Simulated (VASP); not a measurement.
Data:

```
CsPbCl3
1.0
    5.62048     0.00000     0.00000
    0.00000     5.62048     0.00000
    0.00000     0.00000     5.62048
Cs Pb Cl
1 1 3
Direct
  0.00000   0.00000   0.00000
  0.50000   0.50000   0.50000
  0.50000   0.00000   0.50000
  0.00000   0.50000   0.50000
  0.50000   0.50000   0.00000
```

Method: PBEsol GGA with spin-orbit coupling, VASP's PBE PAW potentials (set 64) (plane waves; VASP 6.6.1). Settings: 400 eV cut-off, 4×4×4 Γ-centred mesh, Gaussian smearing of 0.050 eV, potentials Cs_sv Pb_d Cl.

Question: Give the energies of bands 37 to 50 at the high-symmetry points, in eV from the valence-band maximum.

Answer: 
```json
[
 {"band": "37", "Γ": "-2.59", "X": "-2.65", "M": "-2.79", "R": "-2.21"},
 {"band": "38", "Γ": "-2.59", "X": "-2.65", "M": "-2.79", "R": "-2.21"},
 {"band": "39", "Γ": "-2.56", "X": "-2.63", "M": "-2.71", "R": "-2.15"},
 {"band": "40", "Γ": "-2.56", "X": "-2.63", "M": "-2.71", "R": "-2.15"},
 {"band": "41", "Γ": "-2.44", "X": "-2.57", "M": "-2.18", "R": "-2.15"},
 {"band": "42", "Γ": "-2.44", "X": "-2.57", "M": "-2.18", "R": "-2.15"},
 {"band": "43", "Γ": "-2.44", "X": "-1.67", "M": "-0.81", "R": "0.00"},
 {"band": "44", "Γ": "-2.44", "X": "-1.67", "M": "-0.81", "R": "0.00"},
 {"band": "45", "Γ": "3.23", "X": "2.65", "M": "1.69", "R": "0.77"},
 {"band": "46", "Γ": "3.23", "X": "2.65", "M": "1.69", "R": "0.77"},
 {"band": "47", "Γ": "4.24", "X": "4.53", "M": "2.91", "R": "2.25"},
 {"band": "48", "Γ": "4.24", "X": "4.53", "M": "2.91", "R": "2.25"},
 {"band": "49", "Γ": "4.24", "X": "5.12", "M": "4.92", "R": "2.25"},
 {"band": "50", "Γ": "4.24", "X": "5.16", "M": "4.93", "R": "2.25"}
]
```

The gap is direct, 0.77 eV, from the valence maximum at R to the conduction minimum at R.

The compound is CsPbCl3 in the cubic perovskite structure, the ideal cubic form; the compound distorts at low or room temperature. It was relaxed first.
